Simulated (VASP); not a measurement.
An input for Ansatz (written as the equivalent of a VASP run, and not itself run):

Ansatz 0.2 input:
```yaml
crystal:
  lattice:
    - [0.0000000, 2.3934351, 2.3934351]
    - [2.3934351, 0.0000000, 2.3934351]
    - [2.3934351, 2.3934351, 0.0000000]
  atoms:
    - { symbol: Y, position: [0.0000000, 0.0000000, 0.0000000] }
    - { symbol: N, position: [0.5000000, 0.5000000, 0.5000000] }
kpoints:
  mp_grid: { grid: [9, 9, 9] }
hamiltonian:
  xc: r2scan
  dispersion: rvv10
  pseudopotentials: { kind: paw }
scf:
  occupations: { method: gaussian, width: 0.05 }
  max_iter: 100
output: { forces: true, stress: true, eigenvalues: true }
```

Task: Write the VASP files for the same calculation (r2SCAN+rVV10).

Result: Several could match; the one computed here: 
### KPOINTS
```
Automatic mesh
0
gamma
 9 9 9
```

### INCAR
```
# general
SYSTEM   = YN
PREC     = Accurate
ENCUT    = 520
LREAL    = .FALSE.   # projection in real space or not
LASPH    = .TRUE.

# electronic loop
EDIFF    = 1E-7   # SCF stop (eV)
NELM     = 100
ALGO     = Normal
LMAXMIX  = 4   # l cut-off of mixed one-centre charges
LMIXTAU  = .TRUE.

# smearing
ISMEAR   = 0
SIGMA    = 0.05   # width (eV)

# functional
METAGGA  = R2SCAN
LUSE_VDW = .TRUE.
BPARAM   = 11.95
CPARAM   = 0.0093

# ions
ISIF     = 2

# output
LWAVE    = .FALSE.
LCHARG   = .FALSE.
```

**POSCAR**
```
YN
2.3934350
  0.0000000000   1.0000000231   1.0000000231
  1.0000000231   0.0000000000   1.0000000231
  1.0000000231   1.0000000231   0.0000000000
Y N
1 1
Direct
  0.0000000000   0.0000000000   0.0000000000
  0.5000000000   0.5000000000   0.5000000000
```

POTCAR, in this order: Y_sv N (PBE.64 set). Program: vasp_std.

Limits of the translation: each code has its own PAW files, so the cut-off isn't converted (ENCUT is set for VASP's; basis.ecutwfc is left out, and Ansatz then takes the one that its files recommend); Ansatz stops its SCF on the density residual and VASP on the energy change (EDIFF).

The compound is YN in the rock salt structure. This cell is one point of a volume scan, at 0.94 of the reference volume.
